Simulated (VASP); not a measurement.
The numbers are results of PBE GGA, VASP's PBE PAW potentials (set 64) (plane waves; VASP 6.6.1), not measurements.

A VASP calculation is set up with these files.

**POSCAR**
```
GaP
1
    0.0000000000     2.7795000000     2.7795000000
    2.7795000000     0.0000000000     2.7795000000
    2.7795000000     2.7795000000     0.0000000000
Ga P
1 1
Direct
  0.0000000000   0.0000000000   0.0000000000
  0.2500000000   0.2500000000   0.2500000000
```

### KPOINTS
```
kpoints
0
gamma
6 6 6
```

### INCAR
```
LASPH = .TRUE.
ISMEAR = 0   # Gaussian
PREC = Accurate
LCHARG = .FALSE.
ISIF = 2   # forces and stress, cell fixed
LMAXMIX = 4
LWAVE = .FALSE.
GGA = PE   # PBE
NELM = 100
ENCUT = 520   # plane-wave cut-off (eV)
EDIFF = 1E-6   # SCF stop (eV)
SIGMA = 0.05
LREAL = .FALSE.   # projection in real space or not
ALGO = Normal   # blocked Davidson
SYSTEM = GaP
```

POTCAR, in this order: Ga_d P (PBE.64 set). Program: vasp_std.

**Question.** What will the output report for the number of irreducible k-points (NKPTS), number of bands (NBANDS), largest plane-wave count, number of space-group operations, FFT grid (NGX, NGY, NGZ)?

**Answer.** 
```json
{
 "number of irreducible k-points (NKPTS)": "16",
 "number of bands (NBANDS)": "13",
 "largest_plane_wave_count": "1173",
 "number_of_space_group_operations": "24",
 "FFT grid (NGX, NGY, NGZ)": "30 × 30 × 30"
}
```

The compound is GaP in the zinc blende structure. The cell was not relaxed at this level.
